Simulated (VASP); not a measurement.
Here is the system:

```
CELL_PARAMETERS angstrom
      0.00000     2.49000     2.49000
      2.49000     0.00000     2.49000
      2.49000     2.49000     0.00000
ATOMIC_POSITIONS crystal
  Gd 0.00000 0.00000 0.00000
  N  0.50000 0.50000 0.50000
```

Level of theory: PBE GGA, VASP's PBE PAW potentials (set 64) (plane waves; VASP). Settings: 520 eV cut-off, 8×8×8 Γ-centred mesh, Gaussian smearing of 0.050 eV, potentials Gd_3 N.

The 4f electrons are frozen in the core of the lanthanide potential, so 4f levels, which can set the real gap, and their magnetism are missing.

Question: What does the run give for the energy per atom (σ→0), band gap (on the k-mesh) with the smallest direct gap where there is one?

Answer: 
```json
{
  "band gap (on the k-mesh)": "none (metal, semimetal or under 0.01 eV)",
  "energy per atom (σ→0)": "-779.7 kJ/mol-atom"
}
```

The compound is GdN in the rock salt structure. The cell was not relaxed at this level.
